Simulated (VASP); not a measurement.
# Hf3Be (I4/mmm) in VASP: further runs, part 2 of 2

VASP 6.6.1. Earlier steps stand in the parts before.

### 4 Relaxation of cell and atoms, r2SCAN+D3(BJ)

INCAR reads:

```
  PREC = Accurate
  ENCUT = 600
  EDIFF = 1E-6
  ISMEAR = 1
  SIGMA = 0.1
  LREAL = False
  LASPH = True
  NELM = 100
  ALGO = Normal
  ISIF = 3
  LWAVE = False
  LCHARG = False
  METAGGA = R2SCAN
  LMIXTAU = True
  IVDW = 12
  VDW_S6 = 1.0
  VDW_S8 = 0.78981345
  VDW_A1 = 0.49484001
  VDW_A2 = 5.73083694
  IBRION = 2
  NSW = 40
  EDIFFG = -0.01
```

KPOINTS reads:

```
Automatic mesh
0
Gamma
  9 9 9
```

POSCAR reads:

```
Hf3Be
1.0
   -2.0920000000      2.0920000000      4.3530460000
    2.0920000000     -2.0920000000      4.3530460000
    2.0920000000      2.0920000000     -4.3530460000
Hf Be
3 1
Direct
    0.5000000000      0.5000000000      0.0000000000
    0.2500000000      0.7500000000      0.5000000000
    0.7500000000      0.2500000000      0.5000000000
    0.0000000000      0.0000000000      0.0000000000
```

Potentials or basis: VASP PAW PBE potentials, release 64 (Hf_pv, Be).

Run with:

```console
$ cat potpaw_PBE.64/Hf_pv/POTCAR potpaw_PBE.64/Be/POTCAR > POTCAR
$ mpirun -np 1 vasp_std > vasp.out
```

OUTCAR:

```text
PREC = Accurate
   ENCUT = 600
   EDIFF = 1E-6
   ISMEAR = 1
   LREAL = False
   LASPH = True
   NELM = 100
   ISIF = 3
   METAGGA = R2SCAN
   IVDW = 12
   IBRION = 2
   NSW = 40
   EDIFFG = -0.01
 IVDW          = 12

 ion  position               nearest neighbor table
   1  0.500  0.500  0.000-   4 2.96   4 2.96   4 2.96   4 2.96   2 3.02   2 3.02   3 3.02   3 3.02
                             3 3.02   2 3.02   3 3.02   2 3.02
   2  0.250  0.750  0.500-   3 2.96   3 2.96   3 2.96   3 2.96   4 3.02   4 3.02   1 3.02   1 3.02
                             4 3.02   1 3.02   4 3.02   1 3.02
   3  0.750  0.250  0.500-   2 2.96   2 2.96   2 2.96   2 2.96   1 3.02   1 3.02   4 3.02   4 3.02
                             4 3.02   1 3.02   4 3.02   1 3.02
   4  0.000  0.000  0.000-   1 2.96   1 2.96   1 2.96   1 2.96   3 3.02   3 3.02   2 3.02   2 3.02
                             3 3.02   2 3.02   3 3.02   2 3.02

  LATTYP: Found a body centered tetragonal cell.
 ALAT       =     4.1840000000
 C/A-ratio  =     2.0808059273

  Lattice vectors:

 A1 = (  -2.0920000000,   2.0920000000,   4.3530460000)
 A2 = (   2.0920000000,  -2.0920000000,   4.3530460000)
 A3 = (   2.0920000000,   2.0920000000,  -4.3530460000)

Analysis of symmetry for initial positions (statically):
=====================================================================
 Subroutine PRICEL returns:
 Original cell was already a primitive cell.

 Routine SETGRP: Setting up the symmetry group for a
[... 161 lines left out ...]
 NGX is ok and might be reduce to    42
   NGX = 21   NGY = 21   NGZ = 21

--------------------------------------- Ionic step        1  -------------------------------------------

 number of electron      32.0000002 magnetization

 Free energy of the ion-electron system (eV)
  ---------------------------------------------------
  ext. energy  EPLUGINS =         0.00000000
  ---------------------------------------------------
  free energy    TOTEN  =      -139.31668206 eV

  energy without entropy =     -139.31900154  energy(sigma->0) =     -139.31745522

------------------------ aborting loop because EDIFF is reached ----------------------------------------

 Edisp (eV)   -0.78357

 E8    (eV) :    -0.3251
[... 201 lines left out ...]
--------------------------------------- Ionic step        6  -------------------------------------------

 number of electron      32.0000000 magnetization

 Free energy of the ion-electron system (eV)
  ---------------------------------------------------
  ext. energy  EPLUGINS =         0.00000000
  ---------------------------------------------------
  free energy    TOTEN  =      -139.31670401 eV

  energy without entropy =     -139.31845800  energy(sigma->0) =     -139.31728867

 E-fermi :   4.7308     XC(G=0): -12.1431

 val. band max:        4.6854937870   @ k =  -0.3333  -0.3333   0.1111
 cond. band min:       4.7333513156   @ k =  -0.3333   0.3333   0.1111
 fundamental gap:      0.0478575286
 Fermi energy:         4.7307560820

 k-point     1 :       0.0000    0.0000    0.0000
  band No.  band energies     occupation
      1     -27.0009      2.00000
      2     -26.8524      2.00000
      3     -26.8524      2.00000
      4     -26.5331      2.00000
      5     -26.5331      2.00000
      6     -26.3678      2.00000
[... 541 lines left out ...]
     19       6.3248     -0.00000
     20       7.2864      0.00000

 [... further k-points ...]

------------------------ aborting loop because EDIFF is reached ----------------------------------------

 Edisp (eV)   -0.80958

 E8    (eV) :    -0.3359
[... 27 lines left out ...]
  FREE ENERGIE OF THE ION-ELECTRON SYSTEM (eV)
  ---------------------------------------------------
  free  energy   TOTEN  =      -140.1262822503 eV

  energy  without entropy=     -140.1280362485  energy(sigma->0) =     -140.12686692

 reached required accuracy - stopping structural energy minimisation
```

Run time: 32 min. Hardware: 1 thread of Intel Xeon Platinum 8488C (Sapphire Rapids), shared host; peak memory 0.38 GiB.

Results:

```
Free energy                            : -140.1263 eV
Relaxed volume                         : 18.45 Å³/atom
Relaxed cell                           : a = 5.220 Å, b = 5.220 Å, c = 5.220 Å, α = 133.40°, β = 133.40°, γ = 68.03°
Space group after relaxing (to 0.05 Å) : I4/mmm (No. 139)
Energy gained by relaxing              : 6.5 meV/atom
Ionic steps                            : 6
Pressure after relaxing                : 0.1 GPa
Band gap on the k mesh                 : none (metal or under the smearing width)
Dispersion energy per atom             : -0.202 eV
```

The path:
```csv
step,energy change (eV),largest force (eV/Å),pressure (GPa),volume (Å³)
1,0.0000,0.0000,-3.30,76.20
2,-0.0093,0.0000,2.91,71.96
3,-0.0258,0.0000,0.01,73.81
4,-0.0257,0.0000,0.09,73.76
5,-0.0260,0.0000,0.07,73.78
6,-0.0260,0.0000,0.06,73.79
```

Final structure:
```xyz
4
Lattice="-2.0649 2.0649 4.3267 2.0649 -2.0649 4.3267 2.0649 2.0649 -4.3267" Properties=species:S:1:pos:R:3 pbc="T T T"
Hf    2.0649    2.0649    0.0000
Hf    2.0649    0.0000    2.1633
Hf    0.0000    2.0649    2.1633
Be    2.0649    2.0649   -4.3267
```

Levels at points of the mesh, in eV from the Fermi level:
```
           k point  band 13  band 14  band 15  band 16  band 17  band 18  band 19  band 20
(0.00, 0.00, 0.00)    -1.52    -1.08    -1.08     0.12     0.88     0.88     1.61     3.39
```

Caveat: the PAW data sets were made with another functional, which shifts forces and pressure a little; pairwise dispersion overbinds metals, which lowers pressure and volume. Spin-orbit coupling is left out, which matters for the levels of Hf.

### 5 The reference run

An earlier run on the cell as given: functional PBE; potentials or basis VASP PAW PBE potentials, release 64 (Hf_pv, Be); cutoff 520 eV; k mesh 9 × 9 × 9; occupations fermi-dirac, width 0.05 eV; no spin polarisation.

* Pressure: -0.3 GPa
* Band gap on the k mesh: none (metal or under the smearing width)

### 6 The runs side by side

| task | level | cell | cutoff (eV) | smearing | gap on the mesh (eV) | pressure (GPa) | relaxed volume (Å³/atom) |
| --- | --- | --- | --- | --- | --- | --- | --- |
| relaxation of cell and atoms | r2SCAN | relaxed | 600 | methfessel-paxton 0.1 eV | none | 0.1 | 18.75 |
| relaxation of cell and atoms | revTPSS | relaxed | 600 | methfessel-paxton 0.1 eV | none | 0.0 | 18.34 |
| relaxation of cell and atoms | r2SCAN+D3(BJ) | relaxed | 600 | methfessel-paxton 0.1 eV | none | 0.1 | 18.45 |
| single point | PBE | as given | 520 | fermi-dirac 0.05 eV | none | -0.3 | - |

Alike in all rows: potentials or basis VASP PAW PBE potentials, release 64 (Hf_pv, Be); no spin polarisation; k mesh 9 × 9 × 9.

Caveats: the PAW data sets were made with another functional, which shifts forces and pressure a little (some runs); pairwise dispersion overbinds metals, which lowers pressure and volume (some runs).

Absolute energies hang on the potentials; compare differences alone.
